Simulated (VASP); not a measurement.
An input for Quantum ESPRESSO's pw.x (written as the equivalent of a VASP run, and not itself run):

```
&CONTROL
  calculation = 'relax'
  pseudo_dir = './pseudo'
  outdir = './out'
  tprnfor = .true.
  tstress = .true.
  nstep = 50
  forc_conv_thr = 0.0012
/
&SYSTEM
  ibrav = 0
  nat = 4
  ntyp = 3
  ecutwfc = 96
  occupations = 'smearing'
  smearing = 'gaussian'
  degauss = 0.000735
  input_dft = 'revpbe'
  nspin = 2
  starting_magnetization(1) = 0.3
  starting_magnetization(2) = -0.3
/
&ELECTRONS
  conv_thr = 7.3e-05
  electron_maxstep = 100
/
&IONS
/
ATOMIC_SPECIES
  Co1 58.933 Co.upf
  Co2 58.933 Co.upf
  O 15.999 O.upf
CELL_PARAMETERS angstrom
     4.2600000    2.1300000    2.1300000
     2.1300000    4.2600000    2.1300000
     2.1300000    2.1300000    4.2600000
ATOMIC_POSITIONS crystal
  Co1 -0.0243460  0.0073060  0.0111180
  Co2  0.4927270  0.5241000  0.4754900
  O    0.2362300  0.2487960  0.2586010
  O    0.7953880  0.7197990  0.7547930
K_POINTS automatic
  6 6 6 0 0 0
```

Translate this input to VASP (INCAR, KPOINTS, POSCAR, choice of POTCAR).

This is not unique; one that fits is 
KPOINTS:
```
Automatic mesh
0
Gamma
6 6 6
0 0 0
```

File POSCAR:
```
CoO
1
    4.2600000000     2.1300000000     2.1300000000
    2.1300000000     4.2600000000     2.1300000000
    2.1300000000     2.1300000000     4.2600000000
Co O
2 2
Direct
 -0.0243460000   0.0073060000   0.0111180000
  0.4927270000   0.5241000000   0.4754900000
  0.2362300000   0.2487960000   0.2586010000
  0.7953880000   0.7197990000   0.7547930000
```

INCAR:
```
! general
SYSTEM   =  CoO
PREC     =  Accurate
ENCUT    =  400
LREAL    =  .False.
LASPH    =  .True.

! electronic loop
EDIFF    =  1E-03
NELM     =  100
ALGO     =  Normal
LMAXMIX  =  4

! smearing
ISMEAR   =  0
SIGMA    =  0.01

! functional
GGA      =  RE

! spin
ISPIN    =  2
MAGMOM   =  3.0 -3.0 0.0 0.0

! ions
IBRION   =  2
NSW      =  50
ISIF     =  2
EDIFFG   =  -0.03

! output
LWAVE    =  .False.
LCHARG   =  .False.
LORBIT   =  11
```

POTCAR, in this order: Co O (PBE.64 set). Program: vasp_std.

The two are equivalent in intent, not identical: the potentials are each code's own (VASP's PAW set, PseudoDojo norm-conserving files in pw.x), so ENCUT and ecutwfc are chosen apart and not converted; conv_thr bounds pw.x's estimated SCF error, while EDIFF bounds the energy change between steps; starting_magnetization is a fraction of the valence charge and MAGMOM a moment in μB, so they match only roughly; forc_conv_thr acts on force components and is met together with etot_conv_thr.

The structure is a typed CoO crystal. In the starting cell atoms are displaced from their ideal sites. This run relaxes the ions in a fixed cell. The k-mesh is coarse (spacing up to 0.41 per Å, 2π included), so the numbers may not be converged in it. The run is one of a series of settings (EDIFF = 1E-03, EDIFFG = -0.03, IBRION = 2, NSW = 50 against the base run), some of them coarse on purpose.
